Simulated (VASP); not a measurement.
These are PBE GGA, VASP's PBE PAW potentials (set 64) (plane waves; VASP) values and carry that method's errors.

VASP input:

**INCAR**
```
ALGO  =  Normal
EDIFF  =  1E-6
ENCUT  =  400
GGA  =  PE
ISIF  =  2
ISMEAR  =  0
LASPH  =  .True.
LCHARG  =  .False.
LMAXMIX  =  4
LREAL  =  .False.
LWAVE  =  .False.
NELM  =  100
PREC  =  Accurate
SIGMA  =  0.05
SYSTEM  =  Te2Mo
```

**KPOINTS**
```
Automatic mesh
0
Gamma
10 10 10
0 0 0
```

### POSCAR
```
Te2Mo
6.707250
  0.0000000000   0.5000000000   0.5000000000
  0.5000000000   0.0000000000   0.5000000000
  0.5000000000   0.5000000000   0.0000000000
Mo Te
1 2
Cart
  0.0000000000   0.0000000000   0.0000000000
  0.2500000000   0.2500000000   0.2500000000
  0.7500000000   0.7500000000   0.7500000000
```

POTCAR, in this order: Mo_sv Te (PBE.64 set). Program: vasp_std.

The run wrote:

OSZICAR:
```
       N       E                     dE             d eps       ncg     rms          rms(c)
DAV:   1     0.119448729873E+03    0.11945E+03   -0.11207E+04  1902   0.113E+03
DAV:   2    -0.121673393734E+02   -0.13162E+03   -0.13009E+03  2082   0.267E+02
DAV:   3    -0.166863670359E+02   -0.45190E+01   -0.44072E+01  2045   0.429E+01
DAV:   4    -0.167819471293E+02   -0.95580E-01   -0.94487E-01  2298   0.573E+00
DAV:   5    -0.167830037604E+02   -0.10566E-02   -0.10555E-02  2091   0.513E-01    0.125E+01
DAV:   6    -0.167140105022E+02    0.68993E-01   -0.46338E+00  1919   0.112E+01    0.588E+00
DAV:   7    -0.165057257334E+02    0.20828E+00   -0.24242E+00  1956   0.699E+00    0.480E+00
DAV:   8    -0.164600855924E+02    0.45640E-01   -0.23451E-01  1845   0.340E+00    0.936E-01
DAV:   9    -0.164606684612E+02   -0.58287E-03   -0.45873E-03  1976   0.445E-01    0.592E-01
DAV:  10    -0.164609800783E+02   -0.31162E-03   -0.37652E-03  1760   0.478E-01    0.146E-01
DAV:  11    -0.164608615099E+02    0.11857E-03   -0.54589E-04  1777   0.168E-01    0.176E-02
DAV:  12    -0.164608885273E+02   -0.27017E-04   -0.50460E-05  2004   0.454E-02    0.115E-02
DAV:  13    -0.164608909022E+02   -0.23750E-05   -0.32979E-06  1727   0.102E-02    0.101E-02
DAV:  14    -0.164608917241E+02   -0.82189E-06   -0.10205E-06  1467   0.535E-03
   1 F= -.16460892E+02 E0= -.16457821E+02  d E =-.614224E-02
```

**OUTCAR**
```
------------------------ aborting loop because EDIFF is reached ----------------------------------------
  FORCE on cell =-STRESS in cart. coord.  units (eV):
  Direction    XX          YY          ZZ          XY          YZ          ZX
  --------------------------------------------------------------------------------------
  Total       -1.1004129     -1.1004129     -1.1004129      0.0000000     -0.0000000      0.0000000
  in kB      -23.3718330    -23.3718330    -23.3718330      0.0000000     -0.0000000      0.0000000
  external PRESSURE =     -23.3718330 kB  Pullay stress =       0.0000000 kB
  volume of cell :       75.44
      direct lattice vectors                 reciprocal lattice vectors
     0.000000000  3.353625000  3.353625000    -0.149092400  0.149092400  0.149092400
     3.353625000  0.000000000  3.353625000     0.149092400 -0.149092400  0.149092400
     3.353625000  3.353625000  0.000000000     0.149092400  0.149092400 -0.149092400
 POSITION                                       TOTAL-FORCE (eV/Angst)
 -----------------------------------------------------------------------------------
      0.00000      0.00000      0.00000         0.000000     -0.000000      0.000000
      1.67681      1.67681      1.67681        -0.000000     -0.000000     -0.000000
      5.03044      5.03044      5.03044         0.000000      0.000000      0.000000
 -----------------------------------------------------------------------------------
    total drift:                                0.000000     -0.000000      0.000000
  FREE ENERGIE OF THE ION-ELECTRON SYSTEM (eV)
  ---------------------------------------------------
  free  energy   TOTEN  =       -16.4608917241 eV

  energy  without entropy=      -16.4547494798  energy(sigma->0) =      -16.45782060
```
(Selected blocks of OUTCAR.)

The structure was generated: Te2Mo was put into the fluorite type (Fm-3m), which need not be its known phase. The cell was not relaxed at this level. The run is one of a series of settings (KPOINTS 10×10×10 Γ-centred mesh against the base run), some of them coarse on purpose.
